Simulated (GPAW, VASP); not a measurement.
This is a calculation of HfMoC2 for VASP 6.6.1. The cell comes from a database or a generator and needn't be the stable form of this composition.

INCAR

```
SYSTEM = HfMoC2
  PREC = Accurate
  ENCUT = 520
  EDIFF = 1E-7
  ISMEAR = -1
  SIGMA = 0.05
  LREAL = .False.
  LASPH = .True.
  NELM = 80
  ALGO = Normal
  ISIF = 2
  LWAVE = .False.
  LCHARG = .False.
  GGA = PE
  NBANDS = 24
```

KPOINTS

```
Automatic mesh
0
Gamma
  8 8 6
  0 0 0
```

The input POSCAR:

```
HfMoC2
1.0
    3.1914230000      0.0000000000      0.0000000000
    0.0000000000      3.1914230000      0.0000000000
    0.0000000000      0.0000000000      4.4851640000
Hf Mo C
1 1 2
Direct
    0.0000000000      0.0000000000      0.0000000000
    0.5000000000      0.5000000000      0.5000000000
    0.5000000000      0.5000000000      0.0000000000
    0.0000000000      0.0000000000      0.5000000000
```

Potentials or basis: VASP PAW PBE potentials, release 64 (Hf_pv, Mo_sv, C).

Command:

```console
$ cat potpaw_PBE.64/Hf_pv/POTCAR potpaw_PBE.64/Mo_sv/POTCAR potpaw_PBE.64/C/POTCAR > POTCAR
$ mpirun -np 1 vasp_std > vasp.out
```

Set up the same calculation for GPAW 26.7.0 (ASE script). Potentials or basis there: GPAW PAW data sets (gpaw-data 1.2.1), cutoff 800 eV.

As run (cutoffs and basis follow the program's own potentials, and thresholds, step limits or extra output files can differ):

Contents of run.py:

```python
from ase import Atoms
from ase.dft.bandgap import bandgap
from ase.io import write
from ase.units import Bohr, GPa
from gpaw import GPAW, PW
from gpaw.elf import elf_from_dft_calculation

atoms = Atoms(['Hf', 'Mo', 'C', 'C'],
              cell=[[3.191423, 0.0, 0.0],
                    [0.0, 3.191423, 0.0],
                    [0.0, 0.0, 4.485164]],
              scaled_positions=[[0.0, 0.0, 0.0],
                                [0.5, 0.5, 0.5],
                                [0.5, 0.5, 0.0],
                                [0.0, 0.0, 0.5]],
              pbc=True)

calc = GPAW(mode=PW(800),
            xc='PBE',
            kpts={'size': (8, 8, 6), 'gamma': True},
            occupations={'name': 'fermi-dirac', 'width': 0.05},
            nbands=33,
            convergence={'density': 1e-05, 'energy': 1e-05},
            maxiter=150,
            txt='gpaw.txt')
atoms.calc = calc
energy = atoms.get_potential_energy()
forces = atoms.get_forces()
stress = atoms.get_stress()
calc.write('gs.gpw')
write('result.traj', atoms)
print(f'Energy: {energy:.6f} eV')
print('Forces (eV/A):')
print(forces.round(4))
print('Stress (GPa):', (stress / GPa).round(3))
print('Fermi level:', round(calc.get_fermi_level(), 4), 'eV')
print(f'Gap: {bandgap(calc)[0]:.4f} eV, direct: {bandgap(calc, direct=True)[0]:.4f} eV')

# fields on the real-space grid
write('density.cube', atoms, data=calc.get_pseudo_density() * Bohr**3)
write('potential.cube', atoms, data=calc.get_electrostatic_potential())
write('elf.cube', atoms, data=elf_from_dft_calculation(calc).data)
```

Potentials or basis: GPAW PAW data sets (gpaw-data 1.2.1), pw.

Launch:

```bash
$ OMP_NUM_THREADS=1 python run.py
```

Both were run:

|  | VASP | GPAW |
| --- | --- | --- |
| Pressure | -1.4 GPa | -0.4 GPa |

The potentials hold 32 and 34 valence electrons a cell.

Pressure is positive in compression.
